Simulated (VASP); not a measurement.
An input for Ansatz (written as the equivalent of a VASP run, and not itself run):

Ansatz 0.2 input:
```yaml
crystal:
  lattice:
    - [0.0000000, 2.1134506, 2.1134506]
    - [2.1134506, 0.0000000, 2.1134506]
    - [2.1134506, 2.1134506, 0.0000000]
  atoms:
    - { symbol: Mg, position: [0.0000000, 0.0000000, 0.0000000] }
    - { symbol: O, position: [0.5000000, 0.5000000, 0.5000000] }
kpoints:
  mp_grid: { grid: [11, 11, 11] }
hamiltonian:
  xc: lda
  pseudopotentials: { kind: paw }
scf:
  occupations: { method: gaussian, width: 0.05 }
  max_iter: 100
output: { forces: true, stress: true, eigenvalues: true }
```

Question: Write the VASP files for the same calculation (LDA).

Answer: Several could match; the one computed here: 
File KPOINTS:
```
Automatic mesh
0
Gamma
11 11 11
0 0 0
```

### POSCAR
```
MgO
1
    0.0000000000     2.1134506006     2.1134506006
    2.1134506006     0.0000000000     2.1134506006
    2.1134506006     2.1134506006     0.0000000000
Mg O
1 1
Direct
  0.0000000000   0.0000000000   0.0000000000
  0.5000000000   0.5000000000   0.5000000000
```

**INCAR**
```
SYSTEM  =  MgO
PREC  =  Accurate; ENCUT  =  520; LREAL  =  F
LASPH  =  T
EDIFF  =  1E-7; NELM  =  100; ALGO  =  Normal
ISMEAR  =  0; SIGMA  =  0.05
ISIF  =  2
LWAVE  =  F; LCHARG  =  F
```

POTCAR, in this order: Mg O (LDA.64 set). Program: vasp_std.

Limits of the translation: each code has its own PAW files, so the cut-off isn't converted (ENCUT is set for VASP's; basis.ecutwfc is left out, and Ansatz then takes the one that its files recommend); Ansatz stops its SCF on the density residual and VASP on the energy change (EDIFF); Ansatz's lda is the Perdew-Wang form, while the LDA potentials of VASP carry Perdew-Zunger's.

The compound is MgO in the rock salt structure. This cell is one point of a volume scan, at 1.06 of the reference volume.
